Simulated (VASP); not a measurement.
# AlN(110): relaxation, ionisation energy and affinity

Where do the bulk band edges lie against the vacuum outside AlN(110)? The cell is generated by rule, not measured, and may not be a known phase.

Program: VASP 6.6.1. Level of theory: r2SCAN; plane waves and PAW (Al, N), in the first sound run; inputs show where later runs differ. Results are calculated unless marked as measured.

The structure was built from a prototype and need not be the compound's stable phase.

## (1) Set-up

Symmetry: F-43m, No. 216, cubic system. The conventional cell has a = 4.380 Å, b = 4.380 Å, c = 4.380 Å, α = 90.00°, β = 90.00°, γ = 90.00°. Nearest to Al lie 4 N at 1.90 Å. N has 4 Al at 1.90 Å nearest. Farther neighbours and most contacts between anions are not listed.

Coordinates:

```cif
data_structure
_symmetry_space_group_name_H-M 'P 1'
_symmetry_Int_Tables_number 1
_cell_length_a 3.0971
_cell_length_b 3.0971
_cell_length_c 3.0971
_cell_angle_alpha 60.000
_cell_angle_beta 60.000
_cell_angle_gamma 60.000
_cell_volume 21.01
loop_
_atom_site_label
_atom_site_type_symbol
_atom_site_fract_x
_atom_site_fract_y
_atom_site_fract_z
_atom_site_occupancy
Al1 Al 0.00000 0.00000 0.00000 1
N2 N 0.25000 0.25000 0.25000 1
```

## (2) Relaxing the bulk crystal

First cell and atoms are relaxed at a raised cutoff, so that later runs start from this functional's own cell.

File INCAR:

```
SYSTEM = AlN
PREC = Accurate
ENCUT = 520
EDIFF = 1E-06
NELM = 120
ISMEAR = 0
SIGMA = 0.03
LREAL = .FALSE.
ALGO = Normal
METAGGA = R2SCAN
LASPH = .TRUE.
NBANDS = 10
LORBIT = 11
LWAVE = .FALSE.
LCHARG = .FALSE.
KPAR = 4
IBRION = 2
NSW = 40
ISIF = 3
EDIFFG = -0.02
POTIM = 0.4
```

File POSCAR:

```
AlN
1.0
    0.0000000000      2.1900000000      2.1900000000
    2.1900000000      0.0000000000      2.1900000000
    2.1900000000      2.1900000000      0.0000000000
Al N
1 1
Direct
    0.0000000000      0.0000000000      0.0000000000
    0.2500000000      0.2500000000      0.2500000000
```

File KPOINTS:

```
Automatic mesh
0
Gamma
7 7 7
0 0 0
```

PAW data sets: Al and N (PBE family, release 64).

Launch:

```sh
mpirun -np 4 vasp_std
```

What it wrote:

```text
[banner, memory and clock lines left out]
running    4 mpi-ranks, on    1 nodes
 distrk:  each k-point on    1 cores,    4 groups
 distr:  one band on    1 cores,    1 groups

 POSCAR found type information on POSCAR AlN
 POSCAR found :  2 types and       2 ions
|                                                                             |
|               ----> ADVICE to this user running VASP <----                  |
|                                                                             |
|     You enforced a specific xc type in the INCAR file but a different       |
|     [... a line on the potential file left out ...]
|     I HOPE YOU KNOW WHAT YOU ARE DOING!                                     |
|                                                                             |

 LDA part: xc-table for (None), standard interpolation
 POSCAR, INCAR and KPOINTS ok, starting setup
 FFT: planning ... GRIDC
 FFT: planning ... GRID_SOFT
 FFT: planning ... GRID
 WAVECAR not read
 entering main loop
       N       E                     dE             d eps       ncg     rms          rms(c)
DAV:   1     0.631665660135E+01    0.63167E+01   -0.40776E+03   408   0.685E+02
DAV:   2    -0.224949684971E+02   -0.28812E+02   -0.27882E+02   496   0.151E+02
DAV:   3    -0.235001211841E+02   -0.10052E+01   -0.10038E+01   480   0.279E+01
DAV:   4    -0.235058026850E+02   -0.56815E-02   -0.56812E-02   456   0.215E+00
DAV:   5    -0.235058857929E+02   -0.83108E-04   -0.83107E-04   452   0.244E-01    0.883E+00
DAV:   6    -0.190445870598E+02    0.44613E+01   -0.91144E+00   438   0.163E+01    0.358E+00
DAV:   7    -0.191575104206E+02   -0.11292E+00   -0.40898E-01   434   0.475E+00    0.238E+00
DAV:   8    -0.191795737249E+02   -0.22063E-01   -0.41698E-02   404   0.200E+00    0.626E-01
DAV:   9    -0.191783219470E+02    0.12518E-02   -0.52454E-03   456   0.492E-01    0.153E-01
DAV:  10    -0.191784950993E+02   -0.17315E-03   -0.42835E-04   422   0.156E-01    0.299E-02
DAV:  11    -0.191784899371E+02    0.51622E-05   -0.30774E-05   460   0.366E-02    0.170E-02
DAV:  12    -0.191784873009E+02    0.26362E-05   -0.74410E-06   408   0.197E-02    0.300E-03
DAV:  13    -0.191784877578E+02   -0.45693E-06   -0.28266E-07   218   0.429E-03
   1 F= -.19178488E+02 E0= -.19178488E+02  d E =-.191785E+02
 curvature:   0.00 expect dE= 0.000E+00 dE for cont linesearch  0.000E+00
 trial: gam= 0.00000 g(F)=  0.446E-47 g(S)=  0.340E-02 ort = 0.000E+00 (trialstep = 0.100E+01)
 search vector abs. value=  0.340E-02
 bond charge predicted
       N       E                     dE             d eps       ncg     rms          rms(c)
DAV:   1    -0.191832899561E+02   -0.48027E-02   -0.10540E-01   406   0.252E+00    0.445E-01
DAV:   2    -0.191791898042E+02    0.41002E-02   -0.20775E-02   416   0.867E-01    0.145E-01
DAV:   3    -0.191791406315E+02    0.49173E-04   -0.69927E-04   414   0.223E-01    0.393E-02
DAV:   4    -0.191791099391E+02    0.30692E-04   -0.18271E-05   420   0.348E-02    0.152E-02
DAV:   5    -0.191790981739E+02    0.11765E-04   -0.29795E-06   424   0.137E-02    0.786E-03
DAV:   6    -0.191790988256E+02   -0.65175E-06   -0.80086E-08   212   0.246E-03
   2 F= -.19179099E+02 E0= -.19179099E+02  d E =-.611068E-03
 trial-energy change:   -0.000611  1 .order   -0.000663   -0.003395    0.002069
 step:   0.6077(harm=  0.6214)  dis= 0.00000  next Energy=   -19.179508 (dE=-0.102E-02)
 bond charge predicted
       N       E                     dE             d eps       ncg     rms          rms(c)
DAV:   1    -0.191801109449E+02   -0.10128E-02   -0.16149E-02   406   0.981E-01    0.175E-01
DAV:   2    -0.191794949899E+02    0.61596E-03   -0.32449E-03   412   0.342E-01    0.567E-02
DAV:   3    -0.191795083107E+02   -0.13321E-04   -0.10448E-04   406   0.865E-02    0.155E-02
DAV:   4    -0.191795124812E+02   -0.41705E-05   -0.27142E-06   416   0.134E-02    0.582E-03
DAV:   5    -0.191795150885E+02   -0.26073E-05   -0.43289E-07   212   0.534E-03    0.264E-03
DAV:   6    -0.191795149138E+02    0.17470E-06   -0.27532E-08   200   0.157E-03
   3 F= -.19179515E+02 E0= -.19179515E+02  d E =-.102716E-02
 curvature:  -0.31 expect dE=-0.111E-05 dE for cont linesearch -0.111E-05
 trial: gam=-0.03146 g(F)=  0.217E-46 g(S)=  0.359E-05 ort = 0.110E-03 (trialstep = 0.922E+00)
 search vector abs. value=  0.390E-08
 reached required accuracy - stopping structural energy minimisation
```

The job ended after 13 s (4 MPI ranks of Intel Xeon Platinum 8259CL at 2.50GHz (Skylake/Cascade Lake), shared host; peak memory 0.51 GiB; 47 s of CPU time).

The logs omit lines about the potential files and the build; timing stands in the text.

OUTCAR, selected parts (step 2):

```text
ion  position               nearest neighbor table
   1  0.000  0.000  0.000-   2 1.90   2 1.90   2 1.90   2 1.90
   2  0.250  0.250  0.250-   1 1.90   1 1.90   1 1.90   1 1.90

  LATTYP: Found a face centered cubic cell.
 ALAT       =     4.3800000000

 Subroutine GETGRP returns: Found 24 space group operations
 (whereof 24 operations were pure point group operations)

The static configuration has the point symmetry T_d .

 Found     20 irreducible k-points:

   k-points           NKPTS =     20   k-points in BZ     NKDIM =     20   number of bands    NBANDS=     10

   dimension x,y,z NGX =    24 NGY =   24 NGZ =   24
   dimension x,y,z NGXF=    48 NGYF=   48 NGZF=   48

   ENCUT  =  520.0 eV  38.22 Ry    6.18 a.u.   5.76  5.76  5.76*2*pi/ulx,y,z

   NELECT =       8.0000    total number of electrons

 k-points in reciprocal lattice and weights: Automatic mesh
   0.00000000  0.00000000  0.00000000       0.003
   0.14285714  0.00000000  0.00000000       0.023
   0.28571429  0.00000000  0.00000000       0.023
   0.42857143  0.00000000  0.00000000       0.023
   0.14285714  0.14285714  0.00000000       0.017
   0.28571429  0.14285714  0.00000000       0.070
   0.42857143  0.14285714  0.00000000       0.070
  -0.42857143  0.14285714  0.00000000       0.070
  -0.28571429  0.14285714  0.00000000       0.070
[...]
-0.42857143  0.42857143  0.14285714       0.070
  -0.28571429  0.42857143  0.14285714       0.070

 average (electrostatic) potential at core
       1 -74.5185       2 -62.7638

 E-fermi :   5.8565

 k-point     1 :       0.0000    0.0000    0.0000
  band No.  band energies     occupation
      1     -10.0472      2.00000
      2       5.6963      2.00000
      3       5.6963      2.00000
      4       5.6963      2.00000
      5      10.5913      0.00000
      6      19.2202      0.00000
      7      19.2202      0.00000
      8      19.2202      0.00000
      9      24.2326      0.00000
    ...

 k-point     2 :       0.1429    0.0000    0.0000
  band No.  band energies     occupation
      1      -9.7518      2.00000
      2       4.2408      2.00000
      3       5.5951      2.00000
      4       5.5951      2.00000
      5      11.7507      0.00000
      6      18.5202      0.00000
      7      19.4065      0.00000
      8      19.4065      0.00000
      9      22.5753      0.00000
    ...

 k-point     3 :       0.2857    0.0000    0.0000
  band No.  band energies     occupation
      1      -8.9767      2.00000
      2       1.8237      2.00000
      3       5.3850      2.00000
      4       5.3850      2.00000
      5      13.2116      0.00000
      6      17.3864      0.00000
      7      18.6266      0.00000
      8      18.6266      0.00000
      9      23.4532      0.00000
    ...

  Total       -0.0078749     -0.0078749     -0.0078749      0.0000000      0.0000000     -0.0000000
  in kB       -0.6057542     -0.6057542     -0.6057542      0.0000000      0.0000000     -0.0000000
  external PRESSURE =      -0.6057542 kB  Pullay stress =       0.0000000 kB

  energy-cutoff  :      520.00
  volume of cell :       20.83
      direct lattice vectors                 reciprocal lattice vectors
    -0.000000000  2.183780191  2.183780191    -0.228960773  0.228960773  0.228960773
     2.183780191  0.000000000  2.183780191     0.228960773 -0.228960773  0.228960773
     2.183780191  2.183780191  0.000000000     0.228960773  0.228960773 -0.228960773

 POSITION                                       TOTAL-FORCE (eV/Angst)
 -----------------------------------------------------------------------------------
      0.00000      0.00000      0.00000         0.000000     -0.000000     -0.000000
      1.09189      1.09189      1.09189        -0.000000      0.000000      0.000000
 -----------------------------------------------------------------------------------
    total drift:                               -0.000000     -0.000000     -0.000001

  FREE ENERGIE OF THE ION-ELECTRON SYSTEM (eV)
  ---------------------------------------------------
  free  energy   TOTEN  =       -19.1795149138 eV

  energy  without entropy=      -19.1795149138  energy(sigma->0) =      -19.17951491

 reached required accuracy - stopping structural energy minimisation

 total charge
# of ion       s       p       d       tot
------------------------------------------
    1        0.369   0.454   0.000   0.824
    2        1.231   2.668   0.000   3.899
--------------------------------------------------
tot          1.600   3.123   0.000   4.723

[... 3 further parts left out ...]
```

The PAW data sets were made with PBE, which is usual practice but a small mismatch for other functionals. The run keeps the 24 symmetry operations of its start, so it cannot find a distortion of lower symmetry.

Step by step:

```
step  energy less that of the first step (eV)  largest force (eV/Å)  pressure (GPa)  volume (Å³)
   1                                   0.0000                0.0000           -1.85        21.01
   2                                  -0.0006                0.0000            1.14        20.71
   3                                  -0.0010                0.0000           -0.06        20.83
```

```
conventional cell, symmetrised  before  after  change
                         a (Å)   4.380  4.368  -0.3 %
                         b (Å)   4.380  4.368  -0.3 %
                         c (Å)   4.380  4.368  -0.3 %
              volume (Å³/atom)   10.50  10.41  -0.8 %
```

The relaxed structure:

```xyz
2
Lattice="0.0000 2.1838 2.1838 2.1838 0.0000 2.1838 2.1838 2.1838 0.0000" Properties=species:S:1:pos:R:3 pbc="T T T"
Al    0.0000    0.0000    0.0000
N     1.0919    1.0919    1.0919
```

Numbers from this step:

* electronic cycles: 25
* electrons: 8
* free energy (TOTEN): -19.18 eV
* Fermi energy: 5.856 eV

The run ended after 3 ionic steps, 0.001 eV below its first step, once forces and stress met EDIFFG = -0.02.

## (3) Band edges of the bulk

A static bulk run at the slab's cutoff gives the band edges and the core potentials that tie them to the slab.

File INCAR:

```
SYSTEM = AlN
PREC = Normal
ENCUT = 440
EDIFF = 1E-06
NELM = 120
ISMEAR = 0
SIGMA = 0.03
LREAL = .FALSE.
ALGO = Normal
METAGGA = R2SCAN
LASPH = .TRUE.
NBANDS = 10
LORBIT = 11
LWAVE = .FALSE.
LCHARG = .FALSE.
KPAR = 4
```

File POSCAR:

```
AlN
1.0
    0.0000000000      2.1837801906      2.1837801906
    2.1837801906      0.0000000000      2.1837801906
    2.1837801906      2.1837801906      0.0000000000
Al N
1 1
Direct
    0.0000000000      0.0000000000      0.0000000000
    0.2500000000      0.2500000000      0.2500000000
```

File KPOINTS:

```
Automatic mesh
0
Gamma
17 17 17
0 0 0
```

Launch:

```sh
mpirun -np 4 vasp_std
```

What it wrote:

```text
[banner, memory and clock lines left out]
running    4 mpi-ranks, on    1 nodes
 distrk:  each k-point on    1 cores,    4 groups
 distr:  one band on    1 cores,    1 groups

 POSCAR found type information on POSCAR AlN
 POSCAR found :  2 types and       2 ions
 [... a notice as in an earlier step ...]

 LDA part: xc-table for (None), standard interpolation
 POSCAR, INCAR and KPOINTS ok, starting setup
 FFT: planning ... GRIDC
 FFT: planning ... GRID_SOFT
 FFT: planning ... GRID
 WAVECAR not read
 entering main loop
       N       E                     dE             d eps       ncg     rms          rms(c)
DAV:   1     0.964375963110E+00    0.96438E+00   -0.37680E+03  3516   0.592E+02
DAV:   2    -0.228184437262E+02   -0.23783E+02   -0.22974E+02  4034   0.129E+02
DAV:   3    -0.234912649656E+02   -0.67282E+00   -0.67215E+00  3834   0.210E+01
DAV:   4    -0.234948866864E+02   -0.36217E-02   -0.36215E-02  3724   0.174E+00
DAV:   5    -0.234949329949E+02   -0.46309E-04   -0.46308E-04  3798   0.191E-01    0.885E+00
DAV:   6    -0.190422589267E+02    0.44527E+01   -0.90315E+00  3564   0.159E+01    0.363E+00
DAV:   7    -0.191523230010E+02   -0.11006E+00   -0.41007E-01  3608   0.471E+00    0.242E+00
DAV:   8    -0.191757561332E+02   -0.23433E-01   -0.41085E-02  3378   0.184E+00    0.636E-01
DAV:   9    -0.191745011326E+02    0.12550E-02   -0.53346E-03  3754   0.463E-01    0.163E-01
DAV:  10    -0.191746980022E+02   -0.19687E-03   -0.45670E-04  3546   0.151E-01    0.276E-02
DAV:  11    -0.191746988902E+02   -0.88805E-06   -0.38733E-05  3736   0.376E-02    0.131E-02
DAV:  12    -0.191746941447E+02    0.47455E-05   -0.38629E-06  3386   0.154E-02    0.335E-03
DAV:  13    -0.191746934685E+02    0.67628E-06   -0.23471E-07  1776   0.347E-03
   1 F= -.19174693E+02 E0= -.19174693E+02  d E =-.111045E-14
```

Wall time 8.4 s (4 MPI ranks); peak memory 0.5 GiB.

From OUTCAR (step 3):

```text
  LATTYP: Found a face centered cubic cell.
 ALAT       =     4.3675603812

The static configuration has the point symmetry T_d .

 Found    165 irreducible k-points:

   k-points           NKPTS =    165   k-points in BZ     NKDIM =    165   number of bands    NBANDS=     10

   dimension x,y,z NGX =    16 NGY =   16 NGZ =   16
   dimension x,y,z NGXF=    32 NGYF=   32 NGZF=   32

   ENCUT  =  440.0 eV  32.34 Ry    5.69 a.u.   5.28  5.28  5.28*2*pi/ulx,y,z

   NELECT =       8.0000    total number of electrons

 E-fermi :   5.8487

 k-point     1 :       0.0000    0.0000    0.0000
  band No.  band energies     occupation
      1     -10.0484      2.00000
      2       5.7029      2.00000
      3       5.7035      2.00000
      4       5.7035      2.00000
      5      10.5910      0.00000
      6      19.2233      0.00000
      7      19.2233      0.00000
      8      19.2233      0.00000
      9      24.2331      0.00000
    ...

 k-point     2 :       0.0588    0.0000    0.0000
  band No.  band energies     occupation
      1      -9.9974      2.00000
      2       5.3947      2.00000
      3       5.6819      2.00000
      4       5.6825      2.00000
      5      10.8475      0.00000
      6      19.0830      0.00000
      7      19.2819      0.00000
      8      19.2819      0.00000
      9      23.6016      0.00000
    ...

  Total       -0.2105162     -0.2105162     -0.2105162      0.0000000      0.0000000      0.0000000
  in kB      -16.1934475    -16.1934475    -16.1934475      0.0000000      0.0000000      0.0000000
  external PRESSURE =     -16.1934475 kB  Pullay stress =       0.0000000 kB

  energy-cutoff  :      440.00
  volume of cell :       20.83
      direct lattice vectors                 reciprocal lattice vectors
     0.000000000  2.183780191  2.183780191    -0.228960773  0.228960773  0.228960773
     2.183780191  0.000000000  2.183780191     0.228960773 -0.228960773  0.228960773
     2.183780191  2.183780191  0.000000000     0.228960773  0.228960773 -0.228960773

 POSITION                                       TOTAL-FORCE (eV/Angst)
 -----------------------------------------------------------------------------------
      0.00000      0.00000      0.00000        -0.000000     -0.000000     -0.000000
      1.09189      1.09189      1.09189         0.000000      0.000000      0.000000
 -----------------------------------------------------------------------------------
    total drift:                               -0.000072     -0.000072     -0.000086

  FREE ENERGIE OF THE ION-ELECTRON SYSTEM (eV)
  ---------------------------------------------------
  free  energy   TOTEN  =       -19.1746934685 eV

  energy  without entropy=      -19.1746934685  energy(sigma->0) =      -19.17469347

 total charge
# of ion       s       p       d       tot
------------------------------------------
    1        0.369   0.454   0.000   0.823
    2        1.237   2.638   0.000   3.876
--------------------------------------------------
tot          1.607   3.092   0.000   4.699

[... 1 part as in an earlier step ...]

[... 7 further parts left out ...]
```

The gap is read on the k-mesh alone, so it is an upper bound where the band edges lie off the mesh.

This step gave:

* electronic cycles: 13
* free energy (TOTEN): -19.17 eV
* Fermi energy: 5.849 eV
* metallic: no
* gap on the k-mesh: 3.981 eV
* least direct gap on the k-mesh: 4.887 eV

[end of part 1 of 3]

[Lines on the potential files, build, host, timing and source positions are cut from VASP's logs without a mark.]

[Logs are printed without paths, hosts, clocks, repeated set-up lines and the standing remarks that a program may print on its own settings, such as how far it seeks lower states.]

[Hosts, paths, dates, database ids (printed as entryN), source tags and the programs' standing remarks are cut or masked in the printed files.]

[Runs that stopped without an error message from VASP are left out.]
